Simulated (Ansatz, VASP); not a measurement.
## Cross-check of SnTe between VASP and Ansatz

Wanted: the spread between two codes on one cell, functional and k mesh. The cell is taken from a series of runs on this material, whose earlier steps may have relaxed, scaled, displaced or heated it; both programs get it as it stands.

Method: plane waves, with VASP 6.6.1 beside it; PBEsol, in Ansatz 0.2.0.

## (1) Starting point

The structure is cubic, space group Fm-3m (No. 225). Conventional cell: a = 6.071 Å, b = 6.071 Å, c = 6.071 Å, α = 90.00°, β = 90.00°, γ = 90.00°. Nearest to Sn lie 6 Te at 3.04 Å. Nearest to Te lie 6 Sn at 3.04 Å. Farther neighbours and most contacts between anions are not listed.

Structure file:

```
Sn Te
1.0
     0.00000    3.03563    3.03563
     3.03563    0.00000    3.03563
     3.03563    3.03563    0.00000
Sn Te
1 1
Direct
  0.00000 0.00000 0.00000
  0.50000 0.50000 0.50000
```

## (2) VASP: zone-centre phonons, PBEsol, pair 1

Second derivatives magnify differences that forces hide, and they need a tight electronic threshold.

Lines of VASP's logs that name or quote its potential files are left out, and so is its time.

File INCAR:

```
SYSTEM = SnTe
PREC = Accurate
ENCUT = 500
EDIFF = 1E-08
NELM = 120
ISMEAR = 0
SIGMA = 0.01
LREAL = .FALSE.
ALGO = Normal
GGA = PS
NBANDS = 16
LORBIT = 11
LWAVE = .FALSE.
LCHARG = .FALSE.
ISIF = 2
IBRION = 8
LASPH = .TRUE.
GGA_COMPAT = .FALSE.
EFERMI = MIDGAP
KPAR = 2
```

File POSCAR:

```
SnTe
1.0
    0.0000000000      3.0356251526      3.0356251526
    3.0356251526      0.0000000000      3.0356251526
    3.0356251526      3.0356251526      0.0000000000
Sn Te
1 1
Direct
    0.0000000000      0.0000000000      0.0000000000
    0.5000000000      0.5000000000      0.5000000000
```

File KPOINTS:

```
Automatic mesh
0
Gamma
12 12 12
0 0 0
```

PAW data sets: Sn_d and Te (PBE family, release 64).

Command:

```
$ mpirun -np 2 vasp_std
```

Numbers of over 12 decimals in the logs are rounded to 6 here.

What it wrote:

```text
[banner, memory and clock lines left out]
running    2 mpi-ranks, on    1 nodes
 distrk:  each k-point on    1 cores,    2 groups
 distr:  one band on    1 cores,    1 groups

 POSCAR found type information on POSCAR SnTe
 POSCAR found :  2 types and       2 ions
|                                                                             |
|               ----> ADVICE to this user running VASP <----                  |
|                                                                             |
|     You enforced a specific xc type in the INCAR file but a different       |
|     [... a line on the potential file left out ...]
|     I HOPE YOU KNOW WHAT YOU ARE DOING!                                     |
|                                                                             |

 LDA part: xc-table for (Slater+PW92), standard interpolation
 POSCAR, INCAR and KPOINTS ok, starting setup
 FFT: planning ... GRIDC
 FFT: planning ... GRID_SOFT
 FFT: planning ... GRID
 WAVECAR not read
 entering main loop
       N       E                     dE             d eps       ncg     rms          rms(c)
DAV:   1     0.122635533813E+03    0.12264E+03   -0.95969E+03  2344   0.145E+03
DAV:   2     0.175528876972E+01   -0.12088E+03   -0.11814E+03  2512   0.355E+02
DAV:   3    -0.800263633491E+01   -0.97579E+01   -0.96817E+01  3056   0.861E+01
DAV:   4    -0.825199119625E+01   -0.24935E+00   -0.24932E+00  2648   0.151E+01
DAV:   5    -0.826299729116E+01   -0.11006E-01   -0.11006E-01  3456   0.294E+00    0.626E+00
DAV:   6    -0.822985375536E+01    0.33144E-01   -0.62447E-02  3368   0.232E+00    0.388E+00
DAV:   7    -0.822659773006E+01    0.32560E-02   -0.34423E-02  3016   0.142E+00    0.396E-01
DAV:   8    -0.822562373209E+01    0.97400E-03   -0.65047E-03  2984   0.783E-01    0.167E-01
DAV:   9    -0.822568940649E+01   -0.65674E-04   -0.38730E-04  3056   0.190E-01    0.783E-02
DAV:  10    -0.822568002644E+01    0.93801E-05   -0.37593E-05  3088   0.703E-02    0.337E-02
DAV:  11    -0.822567921243E+01    0.81401E-06   -0.56888E-06  3048   0.246E-02    0.193E-02
DAV:  12    -0.822567906400E+01    0.14843E-06   -0.41334E-07  3024   0.834E-03    0.222E-03
DAV:  13    -0.822567891847E+01    0.14553E-06   -0.32323E-08  2768   0.128E-03    0.132E-03
DAV:  14    -0.822567898774E+01   -0.69263E-07   -0.35218E-09  1632   0.621E-04    0.257E-04
DAV:  15    -0.822567899279E+01   -0.50527E-08   -0.10090E-09  1616   0.295E-04
   1 F= -.82256790E+01 E0= -.82256790E+01  d E =-.999811E-90
 Linear response reoptimize wavefunctions to high precision
DAV:   1    -0.822567899423E+01   -0.14425E-08   -0.16980E-10  1760   0.132E-04
DAV:   2    -0.822567899423E+01    0.36380E-11   -0.46205E-11  1512   0.723E-05
 Linear response DOF=           2
 Linear response progress:
  Degree of freedom:   1/  2
       N       E                     dE             d eps       ncg     rms          rms(c)
RMM:   1    -0.214401458580E+00   -0.21440E+00    0.38631E-01  6307   0.108E+01
RMM:   2    -0.219915319358E+00   -0.55139E-02   -0.11654E-02  9180   0.876E-01    0.937E-02
RMM:   3    -0.219746942839E+00    0.16838E-03   -0.86053E-04  9952   0.239E-01    0.505E-02
RMM:   4    -0.219474457177E+00    0.27249E-03   -0.86708E-05 10077   0.746E-02    0.861E-03
RMM:   5    -0.219479547671E+00   -0.50905E-05   -0.81773E-06 10350   0.224E-02    0.404E-03
RMM:   6    -0.219487058529E+00   -0.75109E-05   -0.15451E-06 10160   0.761E-03    0.111E-03
RMM:   7    -0.219484407056E+00    0.26515E-05   -0.42474E-07 10554   0.298E-03    0.737E-04
RMM:   8    -0.219480781503E+00    0.36256E-05    0.27914E-07 10244   0.127E-03    0.288E-04
RMM:   9    -0.219480227558E+00    0.55394E-06    0.52972E-07 10721   0.605E-04    0.115E-04
RMM:  10    -0.219479764802E+00    0.46276E-06    0.77661E-07 10453   0.317E-04    0.859E-05
RMM:  11    -0.219480028154E+00   -0.26335E-06    0.43223E-07 10988   0.173E-04    0.318E-04
RMM:  12    -0.219479848671E+00    0.17948E-06    0.19529E-07 10363   0.109E-04    0.134E-04
RMM:  13    -0.219479682123E+00    0.16655E-06    0.10006E-07 10610   0.769E-05    0.455E-05
RMM:  14    -0.219479644125E+00    0.37997E-07    0.39358E-08 11305   0.544E-05    0.320E-05
RMM:  15    -0.219479567918E+00    0.76207E-07    0.19648E-08 10338   0.472E-05    0.633E-06
RMM:  16    -0.219479555505E+00    0.12413E-07    0.10478E-08 10101   0.417E-05    0.157E-06
RMM:  17    -0.219479555894E+00   -0.38879E-09    0.45347E-09  6325   0.392E-05    0.167E-06
 first order change of Fermi-energy   0.18712E-03
 force on displaced ion       1 direction 1 :  -1.458   0.000   0.000
 Linear response progress:
  Degree of freedom:   2/  2
       N       E                     dE             d eps       ncg     rms          rms(c)
RMM:   1    -0.462285884027E-01   -0.46229E-01    0.64959E-02 11062   0.944E-01
RMM:   2    -0.464865233563E-01   -0.25793E-03   -0.21364E-03  9748   0.241E-01    0.772E-02
RMM:   3    -0.466603993619E-01   -0.17388E-03   -0.18329E-04  9950   0.724E-02    0.537E-02
RMM:   4    -0.469215084461E-01   -0.26111E-03   -0.24819E-05  9767   0.343E-02    0.679E-03
RMM:   5    -0.469315672968E-01   -0.10059E-04   -0.12258E-06 10128   0.834E-03    0.327E-03
RMM:   6    -0.469329057129E-01   -0.13384E-05   -0.10171E-07  9835   0.241E-03    0.866E-04
RMM:   7    -0.469314287865E-01    0.14769E-05   -0.62384E-09 10141   0.593E-04    0.161E-04
RMM:   8    -0.469314253698E-01    0.34166E-08   -0.61740E-08  9744   0.173E-04    0.491E-05
 first order change of Fermi-energy  -0.15308E-03
 force on displaced ion       2 direction 1 :  -1.485   0.000   0.000
 Linear response finished
```

OUTCAR, selected parts (step 2):

```text
ion  position               nearest neighbor table
   1  0.000  0.000  0.000-   2 3.04   2 3.04   2 3.04   2 3.04   2 3.04   2 3.04
   2  0.500  0.500  0.500-   1 3.04   1 3.04   1 3.04   1 3.04   1 3.04   1 3.04

  LATTYP: Found a face centered cubic cell.
 ALAT       =     6.0712503052

 Subroutine GETGRP returns: Found 48 space group operations
 (whereof 48 operations were pure point group operations)

The static configuration has the point symmetry O_h .

 Found     72 irreducible k-points:

   k-points           NKPTS =     72   k-points in BZ     NKDIM =     72   number of bands    NBANDS=     16

   dimension x,y,z NGX =    32 NGY =   32 NGZ =   32
   dimension x,y,z NGXF=    64 NGYF=   64 NGZF=   64

   ENCUT  =  500.0 eV  36.75 Ry    6.06 a.u.   7.83  7.83  7.83*2*pi/ulx,y,z

   NELECT =      20.0000    total number of electrons

 k-points in reciprocal lattice and weights: Automatic mesh
   0.00000000  0.00000000  0.00000000       0.001
   0.08333333  0.00000000  0.00000000       0.005
   0.16666667  0.00000000  0.00000000       0.005
   0.25000000  0.00000000  0.00000000       0.005
   0.33333333  0.00000000  0.00000000       0.005
   0.41666667  0.00000000  0.00000000       0.005
   0.50000000  0.00000000  0.00000000       0.002
   0.08333333  0.08333333  0.00000000       0.003
   0.16666667  0.08333333  0.00000000       0.014
[...]
-0.33333333  0.50000000  0.16666667       0.007
  -0.25000000  0.50000000  0.25000000       0.003

 average (electrostatic) potential at core
       1 -98.9782       2 -86.5247

  Total        2.2181249      2.2181249      2.2181249     -0.0000000     -0.0000000      0.0000000
  in kB       63.5217071     63.5217071     63.5217071     -0.0000000     -0.0000000      0.0000000
  external PRESSURE =      63.5217071 kB  Pullay stress =       0.0000000 kB

  energy-cutoff  :      500.00
  volume of cell :       55.95
      direct lattice vectors                 reciprocal lattice vectors
     0.000000000  3.035625153  3.035625153    -0.164710719  0.164710719  0.164710719
     3.035625153  0.000000000  3.035625153     0.164710719 -0.164710719  0.164710719
     3.035625153  3.035625153  0.000000000     0.164710719  0.164710719 -0.164710719

 POSITION                                       TOTAL-FORCE (eV/Angst)
 -----------------------------------------------------------------------------------
      0.00000      0.00000      0.00000         0.000000      0.000000      0.000000
      3.03563      3.03563      3.03563         0.000000     -0.000000     -0.000000
 -----------------------------------------------------------------------------------
    total drift:                                0.000000     -0.000000     -0.000000

 Eigenvectors and eigenvalues of the dynamical matrix
 ----------------------------------------------------

   1 f  =    2.418014 THz    15.192833 2PiTHz   80.656278 cm-1    10.000100 meV
             X         Y         Z           dx          dy          dz
      0.000000  0.000000  0.000000     0.574412   -0.428338    0.000000
      3.035625  3.035625  3.035625    -0.559193    0.416989    0.000000

   2 f  =    2.418014 THz    15.192833 2PiTHz   80.656278 cm-1    10.000100 meV
             X         Y         Z           dx          dy          dz
      0.000000  0.000000  0.000000     0.428338    0.574412    0.000000
      3.035625  3.035625  3.035625    -0.416989   -0.559193    0.000000

   3 f  =    2.418014 THz    15.192833 2PiTHz   80.656278 cm-1    10.000100 meV
             X         Y         Z           dx          dy          dz
      0.000000  0.000000  0.000000     0.000000    0.000000   -0.716536
      3.035625  3.035625  3.035625     0.000000    0.000000    0.697551

   4 f/i=    0.011185 THz     0.070275 2PiTHz    0.373080 cm-1     0.046256 meV
             X         Y         Z           dx          dy          dz
      0.000000  0.000000  0.000000     0.564492   -0.409787    0.000000
      3.035625  3.035625  3.035625     0.579855   -0.420940    0.000000

   5 f/i=    0.011185 THz     0.070275 2PiTHz    0.373080 cm-1     0.046256 meV
             X         Y         Z           dx          dy          dz
      0.000000  0.000000  0.000000     0.289763    0.399156   -0.493243
      3.035625  3.035625  3.035625     0.297650    0.410020   -0.506667

   6 f/i=    0.011185 THz     0.070275 2PiTHz    0.373080 cm-1     0.046256 meV
             X         Y         Z           dx          dy          dz
      0.000000  0.000000  0.000000     0.289763    0.399156    0.493243
      3.035625  3.035625  3.035625     0.297650    0.410020    0.506667

 ELASTIC MODULI CONTR FROM IONIC RELAXATION (kBar)
 Direction    XX          YY          ZZ          XY          YZ          ZX
 --------------------------------------------------------------------------------
 XX           0.0000      0.0000      0.0000      0.0000      0.0000      0.0000
 YY           0.0000      0.0000      0.0000      0.0000      0.0000      0.0000
 ZZ           0.0000      0.0000      0.0000      0.0000      0.0000      0.0000
 XY           0.0000      0.0000      0.0000      0.0000      0.0000      0.0000
 YZ           0.0000      0.0000      0.0000      0.0000      0.0000      0.0000
 ZX           0.0000      0.0000      0.0000      0.0000      0.0000      0.0000
 --------------------------------------------------------------------------------
```

## (3) Ansatz: zone-centre phonons, PBEsol, pair 1

Ansatz runs on its PAW soft_1 files.

The same cell, functional and mesh now go to Ansatz, which takes its cutoff from its data sets.

File input.yaml:

```yaml
crystal:
  lattice:
    - [0.0, 3.0356251526, 3.0356251526]
    - [3.0356251526, 0.0, 3.0356251526]
    - [3.0356251526, 3.0356251526, 0.0]
  atoms:
    - { symbol: Sn, position: [0.0, 0.0, 0.0] }
    - { symbol: Te, position: [0.5, 0.5, 0.5] }
kpoints:
  mp_grid: { grid: [12, 12, 12] }
hamiltonian:
  xc: pbesol
  pseudopotentials: { kind: paw, azcp: { folder: soft_1 }, xc_functional: pbe }
scf:
  occupations: { method: fixed }
output:
  eigenvalues: true
phonons:
  method: dfpt
```

Command:

```
$ ansatz run input.yaml --threads 4 --pin off --max-ram 10240MiB --backend cpu --events-out ev --progress --plain --runs-dir out
```

What it wrote:

```text
Engine: ansatz 0.2.0, x86_64-unknown-linux-gnu
Pseudopotentials: kind: paw
Pseudopotential: Sn, paw, valence charge 14, recommended cutoff 420 eV (normal), soft_1/Sn.paw.azcp
Pseudopotential: Te, paw, valence charge 16, recommended cutoff 420 eV (normal), soft_1/Te.paw.azcp
Functional definition: PBEsol
  exchange = pbesol_x
  correlation = pbesol_c
Crystal: 2 atoms, lattice volume = 55.947 Å³
Basis set: ecut = 420 eV, 1067 PW (Γ), exchange–correlation on 60×60×60 points (8 copies of the dense FFT grid, shifted against one another)
Bands: 19, of which v1, the nominal top of the filled ones, is band 15 counted from 1 (14 counted from 0)
Symmetry: 48 space group operations
k-points: 163 of 1728 (irreducible under 8 space group operations, time reversal used)
Non-local potential: Sn, projectors of the file, l = 0: 2, l = 1: 2, l = 2: 2, l = 3: 1
Non-local potential: Te, projectors of the file, l = 0: 2, l = 1: 2, l = 2: 2, l = 3: 1
PAW form: soft (Blöchl's): semilocal exchange-correlation on the pseudo side does not see the compensation charge
PAW frozen core: Sn, regenerated for the run's functional, and the local potential with it (the file was generated under x = pbe(κ = 0.804, μ = 0.219515), c = pbe(β = 0.066725))
PAW frozen core: Te, regenerated for the run's functional, and the local potential with it (the file was generated under x = pbe(κ = 0.804, μ = 0.219515), c = pbe(β = 0.066725))
PAW one-centre angular grid: Sn, 590 points (default); XC on 64 Gauss nodes
PAW one-centre angular grid: Te, 590 points (default); XC on 64 Gauss nodes
Initial density: superposition of atomic densities (chi_scale 0.1, normalization cell, long waves kept (reshape's long-wave potential 0.00 eV rms))
Initial wavefunctions: pseudopotential atomic-orbital guess
Functional: x = pbesol(κ = 0.804, μ = 0.123457), c = pbesol(β = 0.046)
SCF iter   1: F=—  HF=-12851.896754 eV  |F-HF|=—  |Δ(HF+E_count)|=         —  Δρ=1.16e-2  dr2=6.13e-2  ethr=3.10e-3  ⟨swp⟩=4.9  Hψ=13435  notcnv=0  defer=292
preconditioner: auto → none  [insulator: Δε(μ)=0.304 eV  Ē_g=17.193 eV  n_scr=14 (ndim 8)  ℏωp=22.2 eV  f_vac=0.000  ε∞_Penn≈2.7]
SCF iter   2: F=—  HF=-12851.894693 eV  |F-HF|=—  |Δ(HF+E_count)|=   2.06e-3  Δρ=5.60e-3  dr2=1.41e-2  ethr=2.04e-4  ⟨swp⟩=2.0  Hψ=4665  notcnv=0  defer=307
SCF iter   3: F=—  HF=-12851.896398 eV  |F-HF|=—  |Δ(HF+E_count)|=   1.70e-3  Δρ=7.17e-4  dr2=2.66e-4  ethr=4.70e-5  ⟨swp⟩=3.0  Hψ=5831  notcnv=0  defer=317
SCF iter   4: F=—  HF=-12851.896268 eV  |F-HF|=—  |Δ(HF+E_count)|=   1.30e-4  Δρ=1.77e-4  dr2=2.75e-5  ethr=8.86e-7  ⟨swp⟩=2.0  Hψ=5072  notcnv=0  defer=317
SCF iter   5: F=—  HF=-12851.896262 eV  |F-HF|=—  |Δ(HF+E_count)|=   5.97e-6  Δρ=5.27e-5  dr2=1.67e-6  ethr=9.18e-8  ⟨swp⟩=2.0  Hψ=5233  notcnv=0  defer=214
SCF iter   6: F=—  HF=-12851.896261 eV  |F-HF|=—  |Δ(HF+E_count)|=   6.29e-7  Δρ=1.72e-5  dr2=8.02e-8  ethr=5.56e-9  ⟨swp⟩=2.0  Hψ=5334  notcnv=0  defer=80
SCF iter   7: F=—  HF=-12851.896261 eV  |F-HF|=—  |Δ(HF+E_count)|=   2.84e-8  Δρ=2.03e-6  dr2=1.09e-9  ethr=2.67e-10  ⟨swp⟩=2.0  Hψ=4724  notcnv=0  defer=80
SCF iter   8: F=-12851.896261 eV  HF=-12851.896261 eV  |F-HF|=3.64e-12  |Δ(HF+E_count)|=  7.33e-10  Δρ=1.65e-7  dr2=7.46e-12  ethr=1.00e-12  ⟨swp⟩=10.6  Hψ=22297  notcnv=0
SCF 1 converged in 8 iterations: F = -12851.896261 eV  dr2 = 7.46e-12
  greatest PAW one-centre occupation: 0.998 electrons in one spin orbital (limit 2), on the Te atom at site 1 (counted from 0), in its partial waves of l = 2
DFPT response loops at Γ: preconditioner auto → none (the input reference at scf.mixing.eps_inf says where Resta's filter doesn't serve); β = 0.50; Broyden in place of MSR1
SCF converged after 8 iterations
Free energy (F): -12851.896261 eV
Harris-Foulkes:  -12851.896261 eV  (|F-HF|=3.64e-12)
Internal energy: -12851.896261 eV  (E = F + TS)
E sigma→0 (E₀):  -12851.896261 eV
Fermi energy:    11.220738 eV
--- Per-component energies (eV) ---
  E_band       = -310.443775
  E_kinetic    = 342.668798
  E_local      = -2510.078154  (includes V_loc(G=0)·N_el)
  E_nonlocal   = 216.152232
  E_hartree    = 1272.057927
  E_xc         = -247.988587
  E_vxc        = -184.486939  (∫ρ·V_xc dr)
  E_paw        = -8888.833565  (= ΣΔE_a)
  E_vpaw       = -718.815832  (= ΣTr[D̂ρ^β])
  E_aug_tail   = 0.000371  (compensation charges beyond the density's cutoff)
  E_ewald      = -3036.534933
  E_core_change = 0.659651  (= ΣΔE_core)
  E_smearing   = -0.000000  (= −TS)
  E_closure    = 0.000000  (closes the sum)
  Σ components = -12851.896261   (vs F -12851.896261, Δ=0.00e0)
--- Band table (eV; the first three rows and the last of 163) ---
  k-point 0: bands = [... 11 lower, 7.1138, 8.8993, 8.8993, 8.8993, 14.9139, 14.9139, 14.9139, 15.8830]
  k-point 1: bands = [... 11 lower, 6.5429, 8.9088, 8.9088, 9.3480, 14.4978, 14.4978, 14.5290, 15.8116]
  k-point 2: bands = [... 11 lower, 5.4988, 8.9422, 8.9422, 10.0207, 13.6851, 13.6851, 13.7969, 15.8579]
  k-point 162: bands = [... 11 lower, 3.5413, 5.7626, 5.7626, 10.5530, 12.1724, 15.8829, 15.8829, 17.9728]
--- Phonons (Γ-DFPT): 2 representative perturbations + reference, on 163 of 1728 k-points (Σ response iterations 6) ---
  k mesh reduced under 8 symmetry operations, with k and −k counted as one. Each operation leaves every solved perturbation unchanged. A smaller set is not used because it would not reduce the number of displacements times k-points to solve
  ASR residual: 2.123e-4 → 0.000e0 eV/Å²; symmetrization residual: 8.368e-6 eV/Å²
  ASR residual per site (eV/Å²): 3.25e-6 2.12e-4
  Γ frequencies (cm⁻¹): 0.00 0.00 0.00 79.55 79.55 79.55
  non-analytic LO–TO correction: not included (Born effective charges unavailable; polar crystals: no LO–TO splitting at Γ)
```

In the SCF lines HF is the Harris–Foulkes energy and dr2 the Hartree energy of the density residual, in eV; the loop may stop once dr2 is under the threshold and the program's other checks hold. Hψ counts applications of the Hamiltonian.

## (4) Side by side

Known differences besides the potentials themselves: fixed occupations in Ansatz, narrow Gaussian smearing in VASP; the data sets hold 30 valence electrons in Ansatz (on its PAW soft_1 files) and 20 in VASP; the cutoff is 420 eV in Ansatz and 500 eV in VASP; Ansatz makes its cores anew for this functional, VASP keeps those of its PBE data sets. Total energies have different zeros and are not compared.

Compared:

| quantity | Ansatz | VASP | difference |
| --- | --- | --- | --- |
| optical mode 1 to 3 (cm⁻¹) | 79.5 | 80.7 | -1.37 % |

Modes are paired by rising frequency, not by their patterns, so a pair may set unlike modes beside each other; they are those without the splitting of longitudinal modes.

(Part 1 of 2 ends here.)

[Lines on the potential files, build, host, timing and source positions are cut from VASP's logs without a mark.]

[Logs are printed without paths, hosts, clocks, repeated set-up lines and the standing remarks that a program may print on its own settings, such as how far it seeks lower states.]

[Hosts, paths, dates, database ids (printed as entryN), source tags and the programs' standing remarks are cut or masked in the printed files.]
